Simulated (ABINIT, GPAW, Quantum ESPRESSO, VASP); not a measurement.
## TlCl (Fm-3m, 2 atoms in the cell) computed with different codes at matched settings

Self-consistent single point, at a second geometry (lattice scaled by 0.98). First geometry:

```yaml
crystal:
  lattice:
    - [0.00000, 3.21955, 3.21955]
    - [3.21955, 0.00000, 3.21955]
    - [3.21955, 3.21955, 0.00000]
  atoms:
    - { symbol: Tl, position: [0.00000, 0.00000, 0.00000] }
    - { symbol: Cl, position: [0.50000, 0.50000, 0.50000] }
```

Shared settings, as Quantum ESPRESSO writes them: occupations = smearing; smearing = fermi-dirac; degauss = 0.000734986 Ry; K_POINTS = automatic 5 5 5 0 0 0. Potentials and cutoffs stand in the table.

```
code                                                                      model  ΔF from the first geometry (meV/atom)  pressure (GPa)  gap on the mesh (eV)  cutoff
----------------  -------------------------------------------------------------  -------------------------------------  --------------  --------------------  ------
Quantum ESPRESSO            LDA (PZ), GBRV 1.5 ultrasoft (LDA) pseudopotentials                                  -25.0           -2.21                 2.622   40 Ry
ABINIT                                       LDA (PW92), PAW (JTH v2.0 LDA PAW)                                  -24.5           -1.68                 2.624   26 Ha
VASP                               LDA (PZ), VASP's LDA PAW potentials (set 64)                                      –               –                 2.603  300 eV
GPAW              LDA (Perdew-Wang 92), GPAW PAW datasets LDA (gpaw-data 1.0.1)                                  -25.7           -1.65                 2.586  550 eV
```

For Quantum ESPRESSO (by 0.6 GPa) the energy change implies a higher mean pressure, against the two pressures, than for the other programs: a sign of finite-basis (Pulay) stress.

A dash marks a value that a program does not give, or that is left out as unsure.

Gaps are read on the mesh.

On Quantum ESPRESSO's run: spin-orbit coupling is off.

The spread over the programs that give each value: ΔF from the first geometry within 1.2 meV/atom; pressure within 0.56 GPa; gap on the mesh within 0.038 eV.

The same LDA comes in different parametrisations, which differ slightly.

VASP's run is marked for a possible Pulay error in its stress at this cutoff; no cutoff test was made.

The starting cell comes from a database of computed structures (which also holds hypothetical and non-ambient phases and stackings), without a prior relaxation at this level. For this run, on top of that: lattice scaled by 0.98.

Left out of this page: Ansatz, CP2K, Elk, FLEUR and SIESTA (not drawn, or without a comparable value).
